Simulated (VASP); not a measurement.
Consider the following.

```
NiO
1.0
    4.22644     2.11132     2.11132
    2.11132     4.22644     2.11132
    2.11132     2.11132     4.22644
Ni O
2 2
Direct
  0.00000   0.00000   0.00000
  0.50000   0.50000   0.50000
  0.25000   0.25000   0.25000
  0.75000   0.75000   0.75000
```
Starting moments (μB, in the order of the record's atoms Ni Ni O O): 1.4 -1.4 0.0 0.0.

Level of theory: revPBE GGA, VASP's PBE PAW potentials (set 64) (plane waves; VASP). Settings: 520 eV cut-off, 9×9×9 Γ-centred mesh, Gaussian smearing of 0.050 eV, potentials Ni O.

Task: Give the energy at these volumes per atom, relative to the lowest: 8.87, 9.15, 9.44, 9.72, 10.00 Å³.

Result: 22.3, 5.5, 0.0, 4.0, 16.2 meV/atom. A third-order Birch-Murnaghan fit gives B0 = 179 GPa and B0′ = 4.6.

The compound is NiO in the rock salt, AFM-II order structure. It was relaxed first.
